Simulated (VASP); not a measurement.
Calculation: LDA (Ceperley-Alder, Perdew-Zunger), VASP's LDA PAW potentials (set 64) (plane waves; VASP).

VASP input:

**INCAR**
```
SYSTEM=K
PREC=Accurate; ENCUT=400; LREAL=.FALSE.
LASPH=.TRUE.
EDIFF=1E-6; NELM=100; ALGO=Normal
ISMEAR=1; SIGMA=0.1
IBRION=2; NSW=60; ISIF=3
EDIFFG=-0.01
LWAVE=.FALSE.; LCHARG=.FALSE.
```

File KPOINTS:
```
Automatic mesh
0
Gamma
9 9 9
0 0 0
```

File POSCAR:
```
K
1
   -2.6400000000     2.6400000000     2.6400000000
    2.6400000000    -2.6400000000     2.6400000000
    2.6400000000     2.6400000000    -2.6400000000
K
1
Direct
  0.0000000000   0.0000000000   0.0000000000
```

POTCAR, in this order: K_sv (LDA.64 set). Program: vasp_std.

Output of the run:

### OSZICAR
```
       N       E                     dE             d eps       ncg     rms          rms(c)
DAV:   1     0.395675759066E+02    0.39568E+02   -0.32293E+03   560   0.701E+02
DAV:   2     0.615708732842E-01   -0.39506E+02   -0.39441E+02   560   0.213E+02
DAV:   3    -0.114000980043E+01   -0.12016E+01   -0.12015E+01   952   0.308E+01
DAV:   4    -0.115308343792E+01   -0.13074E-01   -0.13073E-01   872   0.298E+00
DAV:   5    -0.115318716385E+01   -0.10373E-03   -0.10373E-03   944   0.174E-01    0.211E+00
DAV:   6    -0.115232649265E+01    0.86067E-03   -0.14888E-03   976   0.292E-01    0.132E+00
DAV:   7    -0.115207825936E+01    0.24823E-03   -0.29501E-03   824   0.376E-01    0.558E-02
DAV:   8    -0.115210353348E+01   -0.25274E-04   -0.17935E-04   912   0.180E-01    0.197E-02
DAV:   9    -0.115211175088E+01   -0.82174E-05   -0.99734E-06   840   0.256E-02    0.815E-03
DAV:  10    -0.115211176871E+01   -0.17833E-07   -0.22678E-06   928   0.137E-02
   1 F= -.11521118E+01 E0= -.11519289E+01  d E =-.115211E+01
       N       E                     dE             d eps       ncg     rms          rms(c)
DAV:   1    -0.122937671087E+01   -0.77265E-01   -0.20032E+00   568   0.185E+01    0.188E+00
DAV:   2    -0.117272092670E+01    0.56656E-01   -0.17774E-01   584   0.539E+00    0.716E-01
DAV:   3    -0.115719533678E+01    0.15526E-01   -0.66949E-02   816   0.257E+00    0.614E-01
DAV:   4    -0.115847042070E+01   -0.12751E-02   -0.44782E-03   888   0.746E-01    0.136E-01
DAV:   5    -0.115865644846E+01   -0.18603E-03   -0.21708E-03   864   0.349E-01    0.665E-02
DAV:   6    -0.115872740694E+01   -0.70958E-04   -0.86090E-05  1056   0.540E-02    0.104E-02
DAV:   7    -0.115872648903E+01    0.91791E-06   -0.17385E-06   592   0.135E-02
   2 F= -.11587265E+01 E0= -.11585314E+01  d E =-.661472E-02
       N       E                     dE             d eps       ncg     rms          rms(c)
DAV:   1    -0.140883147678E+01   -0.25010E+00   -0.67716E+00   568   0.338E+01    0.323E+00
DAV:   2    -0.121043864937E+01    0.19839E+00   -0.59230E-01   584   0.999E+00    0.129E+00
DAV:   3    -0.116171270417E+01    0.48726E-01   -0.24507E-01   840   0.488E+00    0.106E+00
DAV:   4    -0.116465690350E+01   -0.29442E-02   -0.10465E-02   744   0.125E+00    0.403E-01
DAV:   5    -0.116621988484E+01   -0.15630E-02   -0.44690E-03   840   0.299E-01    0.112E-01
DAV:   6    -0.116657296585E+01   -0.35308E-03   -0.48908E-04   968   0.105E-01    0.206E-02
DAV:   7    -0.116657002637E+01    0.29395E-05   -0.10288E-05   672   0.311E-02    0.343E-03
DAV:   8    -0.116657007415E+01   -0.47784E-07   -0.22042E-06   776   0.970E-03
   3 F= -.11665701E+01 E0= -.11663500E+01  d E =-.144583E-01
       N       E                     dE             d eps       ncg     rms          rms(c)
DAV:   1    -0.226142310362E+01   -0.10949E+01   -0.29716E+01   592   0.705E+01    0.664E+00
DAV:   2    -0.132167866169E+01    0.93974E+00   -0.24670E+00   576   0.206E+01    0.278E+00
DAV:   3    -0.114027913974E+01    0.18140E+00   -0.10475E+00   928   0.994E+00    0.157E+00
DAV:   4    -0.115098260396E+01   -0.10703E-01   -0.33222E-02   784   0.167E+00    0.923E-01
DAV:   5    -0.116167319344E+01   -0.10691E-01   -0.16796E-02   856   0.751E-01    0.177E-01
DAV:   6    -0.116330238691E+01   -0.16292E-02   -0.25793E-03   920   0.286E-01    0.370E-02
DAV:   7    -0.116329823166E+01    0.41552E-05   -0.25785E-05   752   0.469E-02    0.121E-02
DAV:   8    -0.116329803719E+01    0.19447E-06   -0.53825E-06   856   0.149E-02
   4 F= -.11632980E+01 E0= -.11630082E+01  d E =-.111863E-01
       N       E                     dE             d eps       ncg     rms          rms(c)
DAV:   1    -0.151531820059E+01   -0.35202E+00   -0.10453E+01   576   0.430E+01    0.652E+00
DAV:   2    -0.126244507384E+01    0.25287E+00   -0.10157E+00   808   0.122E+01    0.208E+00
DAV:   3    -0.116887460161E+01    0.93570E-01   -0.22727E-01   856   0.458E+00    0.195E+00
DAV:   4    -0.116718394789E+01    0.16907E-02   -0.25627E-02  1048   0.111E+00    0.908E-01
DAV:   5    -0.116862499769E+01   -0.14410E-02   -0.22731E-02   840   0.957E-01    0.153E-01
DAV:   6    -0.116859697773E+01    0.28020E-04   -0.24006E-04   872   0.128E-01    0.608E-02
DAV:   7    -0.116859536024E+01    0.16175E-05   -0.15655E-05   832   0.366E-02    0.144E-02
DAV:   8    -0.116859450898E+01    0.85125E-06   -0.15976E-06   584   0.910E-03
   5 F= -.11685945E+01 E0= -.11683518E+01  d E =-.164827E-01
```

OUTCAR:
```
------------------------ aborting loop because EDIFF is reached ----------------------------------------
  FORCE on cell =-STRESS in cart. coord.  units (eV):
  Direction    XX          YY          ZZ          XY          YZ          ZX
  --------------------------------------------------------------------------------------
  Total       -0.0056892     -0.0056892     -0.0056892      0.0000000     -0.0000000      0.0000000
  in kB       -0.1422759     -0.1422759     -0.1422759      0.0000000     -0.0000000      0.0000000
  external PRESSURE =      -0.1422759 kB  Pullay stress =       0.0000000 kB
  volume of cell :       64.07
      direct lattice vectors                 reciprocal lattice vectors
    -2.520713719  2.520713719  2.520713719     0.000000000  0.198356520  0.198356520
     2.520713719 -2.520713719  2.520713719     0.198356520  0.000000000  0.198356520
     2.520713719  2.520713719 -2.520713719     0.198356520  0.198356520  0.000000000
 POSITION                                       TOTAL-FORCE (eV/Angst)
 -----------------------------------------------------------------------------------
      0.00000      0.00000      0.00000        -0.000000     -0.000000      0.000000
 -----------------------------------------------------------------------------------
    total drift:                                0.000000     -0.000000      0.000000
  FREE ENERGIE OF THE ION-ELECTRON SYSTEM (eV)
  ---------------------------------------------------
  free  energy   TOTEN  =        -1.1685945090 eV

  energy  without entropy=       -1.1678663091  energy(sigma->0) =       -1.16835178

 reached required accuracy - stopping structural energy minimisation
```
(Selected blocks of OUTCAR.)

File CONTCAR:
```
K
   1.00000000000000
    -2.5207137188694690    2.5207137188694690    2.5207137188694690
     2.5207137188694690   -2.5207137188694690    2.5207137188694690
     2.5207137188694690    2.5207137188694690   -2.5207137188694690
  K
     1
Direct
     0.0000000000000000    0.0000000000000000    0.0000000000000000
```

Energy and stress use the plane-wave basis of the starting cell.

The compound is K in the bcc structure. This run relaxes it. Symmetry was kept, so distortions that lower it aren't found.
